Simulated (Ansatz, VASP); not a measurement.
# BeCuTeCl: VASP beside Ansatz

Wanted: the spread between two codes on one cell, functional and k mesh. The cell is generated by rule, not measured, and may not be a known phase. The cell is taken from a series of runs on this material, whose earlier steps may have relaxed, scaled, displaced or heated it; both programs get it as it stands.

Program: Ansatz 0.2.0. Level of theory: plane waves, with VASP 6.6.1 beside it; relaxation of cell and atoms at LDA. Results are calculated unless marked as measured.

The structure was built from a prototype and need not be the compound's stable phase.

## Step 1: Set-up

Symmetry: Pmm2, No. 25, orthorhombic system. The conventional cell has a = 3.872 Å, b = 3.937 Å, c = 10.338 Å, α = 90.00°, β = 90.00°, γ = 90.00°. Nearest to Be lie 2 Cl at 2.25 Å and 2 Te at 2.34 Å. Be has 4 Te at 2.35 to 2.45 Å nearest. Nearest to Cl lie 4 Cu at 2.22 to 2.36 Å. Nearest to Cl lie 2 Be at 2.25 Å and 2 Cu at 2.35 Å. Nearest to Cu lie 2 Cl at 2.36 Å and 2 Te at 2.44 Å. Nearest to Cu lie 4 Cl at 2.22 to 2.35 Å. Farther neighbours and most contacts between anions are not listed.

Structure file:

```xyz
8
Lattice="2.7378 2.7378 0.0000 -2.7837 2.7837 0.0000 0.0000 0.0000 10.3382" Properties=species:S:1:pos:R:3 pbc="T T T"
Be    0.0000    0.0000   10.1410
Be   -0.0230    2.7607    2.5686
Cl    1.3689    1.3689    6.6959
Cl   -1.3918    1.3918    9.0457
Cu    0.0000    0.0000    5.3418
Cu   -0.0230    2.7607    7.7188
Te    1.3689    1.3689    1.1173
Te   -1.3918    1.3918    3.8928
```

## Step 2: VASP: relaxation of cell and atoms, LDA

The relaxed volume is the usual yardstick between codes: in a stiff, nearly cubic crystal its relative difference is about their pressure difference at one cell divided by the bulk modulus.

Lines of VASP's logs that name or quote its potential files are left out, and so is its time.

INCAR

```
SYSTEM = BeCuTeCl
PREC = Accurate
ENCUT = 600
EDIFF = 1E-07
NELM = 120
ISMEAR = 1
SIGMA = 0.2
LREAL = .FALSE.
ALGO = Normal
GGA = CA
NBANDS = 34
LASPH = .TRUE.
LORBIT = 11
LWAVE = .FALSE.
LCHARG = .FALSE.
ISIF = 3
IBRION = 2
NSW = 80
EDIFFG = -0.005
GGA_COMPAT = .FALSE.
NELMIN = 4
KPAR = 2
```

POSCAR

```
BeCuTeCl
1.0
    2.7377690000      2.7377690000      0.0000000000
   -2.7836740000      2.7836740000      0.0000000000
    0.0000000000      0.0000000000     10.3382250000
Be Cl Cu Te
2 2 2 2
Direct
    0.0000000000      0.0000000000      0.9809266097
    0.5000001826      0.5000000000      0.2484549330
    0.5000001826      0.0000000000      0.6476848782
    0.0000001826      0.5000001796      0.8749774744
    0.0000000000      0.0000000000      0.5167014647
    0.5000001826      0.5000000000      0.7466300066
    0.5000001826      0.0000000000      0.1080759995
    0.0000001826      0.5000001796      0.3765485855
```

KPOINTS

```
Automatic mesh
0
Gamma
12 12 4
0 0 0
```

PAW data sets: Be, Cl, Cu and Te (LDA family, release 64).

Started as:

```sh
$ mpirun -np 2 vasp_std
```

Numbers of over 12 decimals in the logs are rounded to 6 here.

Log:

```text
[banner, memory and clock lines left out]
running    2 mpi-ranks, on    1 nodes
 distrk:  each k-point on    1 cores,    2 groups
 distr:  one band on    1 cores,    1 groups

 POSCAR found type information on POSCAR BeClCuTe
 POSCAR found :  4 types and       8 ions
 LDA part: xc-table for (Slater(with rela. corr.)+CA(PZ))
 , standard interpolation
 POSCAR, INCAR and KPOINTS ok, starting setup
 FFT: planning ... GRIDC
 FFT: planning ... GRID_SOFT
 FFT: planning ... GRID
 WAVECAR not read
 entering main loop
       N       E                     dE             d eps       ncg     rms          rms(c)
DAV:   1     0.459090656357E+03    0.45909E+03   -0.23003E+04  9996   0.176E+03
DAV:   2     0.378739428108E+02   -0.42122E+03   -0.40443E+03 10092   0.374E+02
DAV:   3    -0.293913634851E+02   -0.67265E+02   -0.65610E+02 14508   0.162E+02
DAV:   4    -0.339363925300E+02   -0.45450E+01   -0.45188E+01 15312   0.413E+01
DAV:   5    -0.340447752216E+02   -0.10838E+00   -0.10824E+00 14912   0.624E+00    0.116E+01
DAV:   6    -0.332594890488E+02    0.78529E+00   -0.14841E+01 15688   0.705E+01    0.786E+00
DAV:   7    -0.325913290218E+02    0.66816E+00   -0.48917E+00 14640   0.605E+01    0.484E+00
DAV:   8    -0.326073704138E+02   -0.16041E-01   -0.11259E+00 16520   0.109E+01    0.269E+00
DAV:   9    -0.325412074870E+02    0.66163E-01   -0.36410E-01 15416   0.128E+01    0.109E+00
DAV:  10    -0.325401837456E+02    0.10237E-02   -0.84542E-02 16086   0.797E+00    0.720E-01
DAV:  11    -0.325374903616E+02    0.26934E-02   -0.25716E-02 15724   0.488E+00    0.218E-01
DAV:  12    -0.325376637821E+02   -0.17342E-03   -0.31211E-03 12144   0.368E-01    0.127E-01
DAV:  13    -0.325375643646E+02    0.99418E-04   -0.74997E-04 15912   0.710E-01    0.517E-02
DAV:  14    -0.325375583425E+02    0.60221E-05   -0.22075E-04 15920   0.388E-01    0.171E-02
DAV:  15    -0.325375561805E+02    0.21620E-05   -0.29275E-05 16592   0.146E-01    0.701E-03
DAV:  16    -0.325375558328E+02    0.34769E-06   -0.43841E-06 16320   0.352E-02    0.407E-03
DAV:  17    -0.325375557672E+02    0.65636E-07   -0.51839E-07 12776   0.178E-02
   1 F= -.32537556E+02 E0= -.32538542E+02  d E =-.325376E+02
[... from here on, the cycles between the ionic steps are left out ...]
   2 F= -.32538176E+02 E0= -.32539176E+02  d E =-.620210E-03
   3 F= -.32538187E+02 E0= -.32539186E+02  d E =-.631640E-03
   4 F= -.32538187E+02 E0= -.32539186E+02  d E =-.631166E-03
   5 F= -.32538217E+02 E0= -.32539221E+02  d E =-.304775E-04
   6 F= -.32538233E+02 E0= -.32539244E+02  d E =-.464844E-04
   7 F= -.32538247E+02 E0= -.32539266E+02  d E =-.135519E-04
   8 F= -.32538251E+02 E0= -.32539277E+02  d E =-.175287E-04
 curvature:  -1.50 expect dE=-0.160E-04 dE for cont linesearch -0.102E-07
 trial: gam= 0.72713 g(F)=  0.660E-05 g(S)=  0.409E-05 ort = 0.356E-06 (trialstep = 0.131E+01)
 search vector abs. value=  0.210E-04
 bond charge predicted
       N       E                     dE             d eps       ncg     rms          rms(c)
DAV:   1    -0.325383054139E+02   -0.54413E-04   -0.49443E-03 15192   0.551E-01    0.569E-02
DAV:   2    -0.325382767334E+02    0.28681E-04   -0.51733E-04 13556   0.498E-01    0.265E-02
DAV:   3    -0.325382603076E+02    0.16426E-04   -0.11614E-04 13044   0.280E-01    0.123E-02
DAV:   4    -0.325382585480E+02    0.17596E-05   -0.16171E-05 16106   0.768E-02    0.764E-03
DAV:   5    -0.325382579237E+02    0.62434E-06   -0.27682E-06 15712   0.508E-02    0.420E-03
DAV:   6    -0.325382577909E+02    0.13277E-06   -0.82835E-07 13976   0.212E-02    0.122E-03
DAV:   7    -0.325382577625E+02    0.28376E-07   -0.20742E-07  7120   0.940E-03
   9 F= -.32538258E+02 E0= -.32539289E+02  d E =-.681574E-05
 trial-energy change:   -0.000007  1 .order   -0.000009   -0.000014   -0.000003
 step:   1.6852(harm=  1.6852)  dis= 0.00089  next Energy=   -32.538260 (dE=-0.922E-05)
 reached required accuracy - stopping structural energy minimisation
```

Parts of OUTCAR (step 2):

```text
ion  position               nearest neighbor table
   1  0.000  0.000  0.981-   4 2.25   4 2.25   7 2.34   7 2.34
   2  0.500  0.500  0.248-   8 2.35   8 2.35   7 2.45   7 2.45
   3  0.500  0.000  0.648-   6 2.22   6 2.22   5 2.36   5 2.36
   4  0.000  0.500  0.875-   1 2.25   1 2.25   6 2.35   6 2.35
   5  0.000  0.000  0.517-   3 2.36   3 2.36   8 2.44   8 2.44
   6  0.500  0.500  0.747-   3 2.22   3 2.22   4 2.35   4 2.35
   7  0.500  0.000  0.108-   1 2.34   1 2.34   2 2.45   2 2.45
   8  0.000  0.500  0.377-   2 2.35   2 2.35   5 2.44   5 2.44

  LATTYP: Found a simple orthorhombic cell.
 ALAT       =     3.8717900504
 B/A-ratio  =     1.0167673021
 C/A-ratio  =     2.6701409078

 Subroutine GETGRP returns: Found  4 space group operations
 (whereof  4 operations were pure point group operations)

The static configuration has the point symmetry C_2v.

 Found    147 irreducible k-points:

   k-points           NKPTS =    147   k-points in BZ     NKDIM =    147   number of bands    NBANDS=     34

   dimension x,y,z NGX =    32 NGY =   32 NGZ =   84
   dimension x,y,z NGXF=    64 NGYF=   64 NGZF=  168

   ENCUT  =  600.0 eV  44.10 Ry    6.64 a.u.   7.73  7.86 20.65*2*pi/ulx,y,z

   NELECT =      52.0000    total number of electrons

 k-points in reciprocal lattice and weights: Automatic mesh
   0.00000000  0.00000000  0.00000000       0.002
   0.08333333  0.00000000  0.00000000       0.003
   0.16666667  0.00000000  0.00000000       0.003
   0.25000000  0.00000000  0.00000000       0.003
   0.33333333  0.00000000  0.00000000       0.003
   0.41666667  0.00000000  0.00000000       0.003
   0.50000000  0.00000000  0.00000000       0.002
   0.00000000  0.08333333  0.00000000       0.003
   0.08333333  0.08333333  0.00000000       0.007
[...]
0.41666667  0.50000000  0.50000000       0.003
   0.50000000  0.50000000  0.50000000       0.002

 average (electrostatic) potential at core
       1 -33.4526       2 -31.8726       3 -95.8688       4 -96.6594       5 -65.5649
       6 -66.2111       7 -89.9268       8 -88.9564

 E-fermi :   6.1952

 k-point     1 :       0.0000    0.0000    0.0000
  band No.  band energies     occupation
    ...
     23       3.9104      2.00000
     24       4.9596      2.00000
     25       4.9757      2.00000
     26       5.9448      2.07069
     27       6.0723      1.85271
     28       6.9395     -0.00000
     29       7.4996     -0.00000
     30       8.0832     -0.00000
     31       8.8148     -0.00000
     32       9.1550     -0.00000
    ...

 k-point     2 :       0.0833    0.0000    0.0000
  band No.  band energies     occupation
    ...
     23       3.9705      2.00000
     24       4.7071      2.00000
     25       4.9742      2.00000
     26       5.9571      2.07054
     27       6.1818      1.11324
     28       7.0616     -0.00000
     29       7.7878     -0.00000
     30       8.2261     -0.00000
     31       9.0254     -0.00000
     32       9.1538     -0.00000
    ...

 k-point     3 :       0.1667    0.0000    0.0000
  band No.  band energies     occupation
    ...
     22       3.9552      2.00000
     23       4.0254      2.00000
     24       4.4017      2.00000
     25       4.8637      2.00000
     26       5.9919      2.05352
     27       6.3495      0.03519
     28       7.3001     -0.00000
     29       8.1998     -0.00000
     30       8.7616     -0.00000
     31       9.1410     -0.00000
    ...

  Total       -0.0035421     -0.0035421     -0.0034505      0.0024737      0.0000000      0.0000000
  in kB       -0.0358429     -0.0358429     -0.0349158      0.0250318      0.0000000      0.0000000
  external PRESSURE =      -0.0355339 kB  Pullay stress =       0.0000000 kB

  energy-cutoff  :      600.00
  volume of cell :      158.33
      direct lattice vectors                 reciprocal lattice vectors
     2.742410589  2.742410589  0.000000000     0.182321350  0.182321350  0.000000000
    -2.789156161  2.789156161  0.000000000    -0.179265689  0.179265689  0.000000000
     0.000000000  0.000000000 10.349890740     0.000000000  0.000000000  0.096619377

 POSITION                                       TOTAL-FORCE (eV/Angst)
 -----------------------------------------------------------------------------------
     -2.78916      2.78916     10.15307        -0.000000     -0.000000      0.001977
     -0.02337      2.76578      2.57209        -0.000000      0.000000     -0.004028
      1.37121      1.37121      6.70547         0.000000     -0.000000     -0.001709
     -1.39458      1.39458      9.05836        -0.000000      0.000000      0.001101
     -2.78916      2.78916      5.34396         0.000000      0.000000     -0.001761
     -0.02337      2.76578      7.72485        -0.000000      0.000000     -0.002259
      1.37121      1.37121      1.11895         0.000000     -0.000000      0.001841
     -1.39458      1.39458      3.89776        -0.000000      0.000000      0.004839
 -----------------------------------------------------------------------------------
    total drift:                               -0.000683     -0.001902      0.000757

  FREE ENERGIE OF THE ION-ELECTRON SYSTEM (eV)
  ---------------------------------------------------
  free  energy   TOTEN  =       -32.5382577625 eV

  energy  without entropy=      -32.5413514323  energy(sigma->0) =      -32.53928899

 reached required accuracy - stopping structural energy minimisation

 total charge
# of ion       s       p       d       tot
------------------------------------------
    1        0.367   0.523   0.000   0.889
    2        0.384   0.605   0.000   0.988
    3        1.583   3.488   0.000   5.071
    4        1.592   3.487   0.000   5.079
    5        0.386   0.339   9.320  10.045
    6        0.322   0.311   9.373  10.006
    7        1.339   2.174   0.040   3.553
    8        1.333   2.164   0.057   3.555
--------------------------------------------------
tot          7.306  13.091  18.790  39.187

[... 3 further parts left out ...]
```

This run has no spin polarisation, so a moment on Cu, if there is one, isn't seen. The run keeps the 4 symmetry operations of its start, so it cannot find a distortion of lower symmetry.

(Continued in part 2 of 2.)

[Lines on the potential files, build, host, timing and source positions are cut from VASP's logs without a mark.]

[Logs are printed without paths, hosts, clocks, repeated set-up lines and the standing remarks that a program may print on its own settings, such as how far it seeks lower states.]

[Hosts, paths, dates, database ids (printed as entryN), source tags and the programs' standing remarks are cut or masked in the printed files.]
